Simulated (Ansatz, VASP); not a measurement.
# InAsN2 (alpha-NaFeO2 type (invented)): VASP beside Ansatz

One calculation is typed for both programs; each brings its own data sets. How far apart do they land? The cell is generated by rule, not measured, and may not be a known phase. The cell is taken from a series of runs on this material, whose earlier steps may have relaxed, scaled, displaced or heated it; both programs get it as it stands.

Method: plane waves, with VASP 6.6.1 beside it; relaxation of cell and atoms at PBEsol, in Ansatz 0.2.0.

## 1. The starting structure

Symmetry: R-3m, No. 166, trigonal system. Conventional cell: a = 3.277 Å, b = 3.277 Å, c = 15.815 Å, α = 90.00°, β = 90.00°, γ = 120.00°. Nearest to In lie 6 N at 2.32 Å. Nearest to As lie 6 N at 2.29 Å. Nearest to N lie 3 As at 2.29 Å and 3 In at 2.32 Å. Farther neighbours and most contacts between anions are not listed.

Coordinates:

```xyz
4
Lattice="1.6386 0.9460 5.2715 -1.6386 0.9460 5.2715 0.0000 -1.8921 5.2715" Properties=species:S:1:pos:R:3 pbc="T T T"
In    0.0000    0.0000    0.0000
As    0.0000    0.0000    7.9073
N     0.0000    0.0000    3.9317
N     0.0000    0.0000   11.8829
```

## 2. VASP: relaxation of cell and atoms, PBEsol

The relaxed volume is the usual yardstick between codes: in a stiff, nearly cubic crystal its relative difference is about their pressure difference at one cell divided by the bulk modulus.

Lines of VASP's logs that name or quote its potential files are left out, and so is its time.

INCAR reads:

```
SYSTEM = InAsN2
PREC = Accurate
ENCUT = 600
EDIFF = 1E-07
NELM = 120
ISMEAR = 0
SIGMA = 0.1
LREAL = .FALSE.
ALGO = Normal
GGA = PS
NBANDS = 20
LORBIT = 11
LWAVE = .FALSE.
LCHARG = .FALSE.
ISIF = 3
IBRION = 2
NSW = 80
EDIFFG = -0.005
LASPH = .TRUE.
GGA_COMPAT = .FALSE.
NELMIN = 4
KPAR = 2
```

POSCAR reads:

```
InAsN2
1.0
    1.6386030000      0.9460480000      5.2715200000
   -1.6386030000      0.9460480000      5.2715200000
    0.0000000000     -1.8920950000      5.2715200000
In As N
1 1 2
Direct
    0.0000000000      0.0000000000      0.0000000000
    0.4999999119      0.4999999119      0.5000001762
    0.2486128800      0.2486128800      0.2486130114
    0.7513869438      0.7513869438      0.7513873410
```

KPOINTS reads:

```
Automatic mesh
0
Gamma
15 15 15
0 0 0
```

Potentials, in the order of the species: In_d, As and N (PBE family, release 64).

On the command line:

```sh
$ mpirun -np 2 vasp_std
```

Numbers of over 12 decimals in the logs are rounded to 6 here.

Output:

```text
[banner, memory and clock lines left out]
running    2 mpi-ranks, on    1 nodes
 distrk:  each k-point on    1 cores,    2 groups
 distr:  one band on    1 cores,    1 groups

 POSCAR found type information on POSCAR InAsN
 POSCAR found :  3 types and       4 ions
|                                                                             |
|               ----> ADVICE to this user running VASP <----                  |
|                                                                             |
|     You enforced a specific xc type in the INCAR file but a different       |
|     [... a line on the potential file left out ...]
|     I HOPE YOU KNOW WHAT YOU ARE DOING!                                     |
|                                                                             |

 LDA part: xc-table for (Slater+PW92), standard interpolation
 POSCAR, INCAR and KPOINTS ok, starting setup
 FFT: planning ... GRIDC
 FFT: planning ... GRID_SOFT
 FFT: planning ... GRID
 WAVECAR not read
 entering main loop
       N       E                     dE             d eps       ncg     rms          rms(c)
DAV:   1     0.250402301005E+03    0.25040E+03   -0.14731E+04 13888   0.189E+03
DAV:   2     0.453801267228E+01   -0.24586E+03   -0.23466E+03 14768   0.456E+02
DAV:   3    -0.248288758847E+02   -0.29367E+02   -0.28078E+02 17408   0.140E+02
DAV:   4    -0.261108978778E+02   -0.12820E+01   -0.12709E+01 16992   0.280E+01
DAV:   5    -0.261462185504E+02   -0.35321E-01   -0.35300E-01 18836   0.485E+00    0.116E+01
DAV:   6    -0.231908204928E+02    0.29554E+01   -0.15442E+01 21308   0.416E+01    0.599E+00
DAV:   7    -0.231235768985E+02    0.67244E-01   -0.12927E+00 14604   0.939E+00    0.347E+00
DAV:   8    -0.231027400707E+02    0.20837E-01   -0.16731E-01 17544   0.288E+00    0.101E+00
DAV:   9    -0.230949720702E+02    0.77680E-02   -0.21901E-02 23600   0.202E+00    0.255E-01
DAV:  10    -0.230951204963E+02   -0.14843E-03   -0.25448E-03 15400   0.450E-01    0.124E-01
DAV:  11    -0.230950647109E+02    0.55785E-04   -0.24424E-04 16116   0.125E-01    0.249E-02
DAV:  12    -0.230950662319E+02   -0.15210E-05   -0.22198E-05 16216   0.404E-02    0.504E-03
DAV:  13    -0.230950657843E+02    0.44753E-06   -0.12042E-06 19008   0.138E-02    0.197E-03
DAV:  14    -0.230950656719E+02    0.11238E-06   -0.11063E-07  9624   0.288E-03    0.767E-04
DAV:  15    -0.230950656498E+02    0.22194E-07   -0.18125E-08  8532   0.131E-03
   1 F= -.23095066E+02 E0= -.23094807E+02  d E =-.230951E+02
[...]
2 F= -.23095093E+02 E0= -.23094832E+02  d E =-.269582E-04
[...]
3 F= -.23095225E+02 E0= -.23094966E+02  d E =-.159431E-03
[...]
4 F= -.23095225E+02 E0= -.23094966E+02  d E =-.159448E-03
[...]
5 F= -.23095235E+02 E0= -.23094979E+02  d E =-.958220E-05
 trial-energy change:   -0.000010  1 .order   -0.000010   -0.000013   -0.000006
 step:   1.6126(harm=  1.6126)  dis= 0.00089  next Energy=   -23.095237 (dE=-0.119E-04)
 bond charge predicted
       N       E                     dE             d eps       ncg     rms          rms(c)
DAV:   1    -0.230952372652E+02   -0.25789E-05   -0.12600E-03 13768   0.242E-01    0.122E-02
DAV:   2    -0.230952374595E+02   -0.19431E-06   -0.21657E-05 18608   0.471E-02    0.509E-03
DAV:   3    -0.230952370305E+02    0.42898E-06   -0.65658E-07 18504   0.132E-02    0.254E-03
DAV:   4    -0.230952369042E+02    0.12634E-06   -0.16358E-07 10336   0.633E-03    0.711E-04
DAV:   5    -0.230952369031E+02    0.10764E-08   -0.79765E-08  7872   0.290E-03
   6 F= -.23095237E+02 E0= -.23094984E+02  d E =-.118058E-04
 curvature:  -0.84 expect dE=-0.377E-06 dE for cont linesearch -0.104E-08
 trial: gam= 0.00468 g(F)=  0.288E-07 g(S)=  0.418E-06 ort =-0.138E-06 (trialstep = 0.105E+01)
 search vector abs. value=  0.446E-06
 reached required accuracy - stopping structural energy minimisation
```

Parts of OUTCAR (step 2):

```text
ion  position               nearest neighbor table
   1  0.000  0.000  0.000-   3 2.32   4 2.32   4 2.32   3 2.32   3 2.32   4 2.32   2 3.24   2 3.24
                             2 3.24   2 3.24   2 3.24   2 3.24
   2  0.500  0.500  0.500-   4 2.29   3 2.29   4 2.29   4 2.29   3 2.29   3 2.29   1 3.24   1 3.24
                             1 3.24   1 3.24   1 3.24   1 3.24
   3  0.249  0.249  0.249-   2 2.29   2 2.29   2 2.29   1 2.32   1 2.32   1 2.32
   4  0.751  0.751  0.751-   2 2.29   2 2.29   2 2.29   1 2.32   1 2.32   1 2.32

  LATTYP: Found a trigonal (rhomboedric) cell.
 ALAT       =     5.6007990252
 COS(alpha) =     0.8288103481

 Subroutine GETGRP returns: Found 12 space group operations
 (whereof 12 operations were pure point group operations)

The static configuration has the point symmetry D_3d.

 Found    344 irreducible k-points:

   k-points           NKPTS =    344   k-points in BZ     NKDIM =    344   number of bands    NBANDS=     20

   dimension x,y,z NGX =    48 NGY =   48 NGZ =   48
   dimension x,y,z NGXF=    96 NGYF=   96 NGZF=   96

   ENCUT  =  600.0 eV  44.10 Ry    6.64 a.u.  11.19 11.19 11.19*2*pi/ulx,y,z

   NELECT =      28.0000    total number of electrons

 k-points in reciprocal lattice and weights: Automatic mesh
   0.00000000  0.00000000  0.00000000       0.000
   0.06666667  0.00000000  0.00000000       0.002
   0.13333333 -0.00000000  0.00000000       0.002
   0.20000000 -0.00000000  0.00000000       0.002
   0.26666667 -0.00000000  0.00000000       0.002
   0.33333333 -0.00000000 -0.00000000       0.002
   0.40000000  0.00000000  0.00000000       0.002
   0.46666667  0.00000000  0.00000000       0.002
   0.06666667  0.06666667  0.00000000       0.002
[...]
0.46666667  0.46666667  0.46666667       0.001
  -0.46666667  0.46666667  0.46666667       0.002

 average (electrostatic) potential at core
       1 -92.0679       2 -46.8913       3 -60.0109       4 -60.0109

 E-fermi :   9.0534

 k-point     1 :       0.0000    0.0000    0.0000
  band No.  band energies     occupation
    ...
     10       6.4277      2.00000
     11       6.4277      2.00000
     12       6.5797      2.00000
     13       7.0813      2.00000
     14       7.0813      2.00000
     15       9.2473      0.00611
     16      11.6347      0.00000
     17      11.6347      0.00000
     18      12.9570      0.00000
     19      18.0871      0.00000
    ...

 k-point     2 :       0.0667    0.0000    0.0000
  band No.  band energies     occupation
    ...
     10       6.3566      2.00000
     11       6.3954      2.00000
     12       6.6520      2.00000
     13       6.9988      2.00000
     14       7.1203      2.00000
     15       9.6640      0.00000
     16      11.1083      0.00000
     17      11.7700      0.00000
     18      13.5330      0.00000
     19      17.6041      0.00000
    ...

 k-point     3 :       0.1333   -0.0000    0.0000
  band No.  band energies     occupation
    ...
     10       5.3617      2.00000
     11       6.1576      2.00000
     12       6.5520      2.00000
     13       6.7942      2.00000
     14       8.0180      2.00000
     15       9.9251      0.00000
     16      10.9135      0.00000
     17      12.1107      0.00000
     18      14.1900      0.00000
     19      16.6858      0.00000
    ...

  Total       -0.0007663     -0.0007663     -0.0057867      0.0000000     -0.0000000      0.0000000
  in kB       -0.0249784     -0.0249784     -0.1886210      0.0000000     -0.0000000      0.0000000
  external PRESSURE =      -0.0795259 kB  Pullay stress =       0.0000000 kB

  energy-cutoff  :      600.00
  volume of cell :       49.15
      direct lattice vectors                 reciprocal lattice vectors
     1.639699863  0.946681274  5.277503012     0.304933855  0.176053684  0.063161172
    -1.639699863  0.946681274  5.277503012    -0.304933855  0.176053684  0.063161172
     0.000000000 -1.893361547  5.277503012     0.000000000 -0.352107367  0.063161205

 POSITION                                       TOTAL-FORCE (eV/Angst)
 -----------------------------------------------------------------------------------
      0.00000      1.89336     10.55501         0.000000      0.000000     -0.000000
      0.00000      0.00000      7.91625         0.000000     -0.000000     -0.000000
      0.00000      0.00000      3.93736         0.000000      0.000000      0.000546
      0.00000      0.00000     11.89515        -0.000000     -0.000000     -0.000546
 -----------------------------------------------------------------------------------
    total drift:                                0.000000      0.000701     -0.000000

  FREE ENERGIE OF THE ION-ELECTRON SYSTEM (eV)
  ---------------------------------------------------
  free  energy   TOTEN  =       -23.0952369031 eV

  energy  without entropy=      -23.0947304249  energy(sigma->0) =      -23.09498366

 reached required accuracy - stopping structural energy minimisation

 total charge
# of ion       s       p       d       tot
------------------------------------------
    1        0.738   0.668  10.016  11.422
    2        1.449   0.980   0.106   2.534
    3        1.269   2.303   0.000   3.572
    4        1.269   2.303   0.000   3.572
--------------------------------------------------
tot          4.726   6.253  10.121  21.101

[... 3 further parts left out ...]
```

The run keeps the 12 symmetry operations of its start, so it cannot find a distortion of lower symmetry.

[end of part 1 of 2]

[Lines on the potential files, build, host, timing and source positions are cut from VASP's logs without a mark.]

[Logs are printed without paths, hosts, clocks, repeated set-up lines and the standing remarks that a program may print on its own settings, such as how far it seeks lower states.]

[Hosts, paths, dates, database ids (printed as entryN), source tags and the programs' standing remarks are cut or masked in the printed files.]
